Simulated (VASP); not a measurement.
An input for Ansatz (written as the equivalent of a VASP run, and not itself run):

Ansatz 0.2 input:
```yaml
crystal:
  lattice:
    - [0.0000000, 2.2625510, 2.2625510]
    - [2.2625510, 0.0000000, 2.2625510]
    - [2.2625510, 2.2625510, 0.0000000]
  atoms:
    - { symbol: Pt, position: [0.0000000, 0.0000000, 0.0000000] }
    - { symbol: F, position: [0.2500000, 0.2500000, 0.2500000] }
    - { symbol: F, position: [0.7500000, 0.7500000, 0.7500000] }
kpoints:
  mp_grid: { grid: [8, 8, 8] }
hamiltonian:
  xc: pbe
  pseudopotentials: { kind: paw }
scf:
  occupations: { method: methfessel_paxton, width: 0.2 }
  max_iter: 100
output: { forces: true, stress: true, eigenvalues: true }
```

Q: Write the VASP files for the same calculation (PBE).

A: Several could match; the one computed here: 
File KPOINTS:
```
Automatic mesh
0
G
  8 8 8
0 0 0
```

### POSCAR
```
PtF2
1
    0.0000000000     2.2625510000     2.2625510000
    2.2625510000     0.0000000000     2.2625510000
    2.2625510000     2.2625510000     0.0000000000
Pt F
1 2
Direct
  0.0000000000   0.0000000000   0.0000000000
  0.2500000000   0.2500000000   0.2500000000
  0.7500000000   0.7500000000   0.7500000000
```

**INCAR**
```
SYSTEM  =  PtF2
PREC  =  Accurate; ENCUT  =  520; LREAL  =  F
LASPH  =  T
EDIFF  =  1E-6; NELM  =  100; ALGO  =  Normal
LMAXMIX  =  6
ISMEAR  =  1; SIGMA  =  0.2
GGA  =  PE
ISIF  =  2
LWAVE  =  F; LCHARG  =  F
```

POTCAR, in this order: Pt F (PBE.64 set). Program: vasp_std.

What does not carry over: each code has its own PAW files, so the cut-off isn't converted (ENCUT is set for VASP's; basis.ecutwfc is left out, and Ansatz then takes the one that its files recommend); Ansatz stops its SCF on the density residual and VASP on the energy change (EDIFF).

The structure was generated: PtF2 was put into the fluorite type (Fm-3m), which need not be its known phase. The cell was not relaxed at this level. The k-mesh is coarse (spacing up to 0.30 per Å, 2π included), so the numbers may not be converged in it. The run is one of a series of settings (ISMEAR = 1, SIGMA = 0.2 against the base run), some of them coarse on purpose.
